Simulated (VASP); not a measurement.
Input:

```
CELL_PARAMETERS angstrom
     -1.41199     1.41199     1.41199
      1.41199    -1.41199     1.41199
      1.41199     1.41199    -1.41199
ATOMIC_POSITIONS crystal
  Fe 0.00000 0.00000 0.00000
```
Starting moments (μB, in the order of the record's atoms Fe): 2.1.

The numbers are results of revTPSS meta-GGA, VASP's PBE PAW potentials (set 64) (plane waves; VASP), not measurements. Run with 520 eV cut-off, 18×18×18 Γ-centred mesh, first-order Methfessel-Paxton smearing of 0.10 eV, potentials Fe.

Problem. The job: Fe (bcc), 1 atom, revTPSS, static run, 520 eV, 18×18×18 Γ-centred mesh. Roughly how much core time does it take on a busy server core?

Solution. About 2 core-minutes (one run on a shared machine, a rough figure). It had 195 irreducible k-points, 9 bands, up to 321 plane waves and 17 electronic steps.

The compound is Fe in the bcc structure. This cell is one point of a volume scan, at 1.03 of the reference volume.
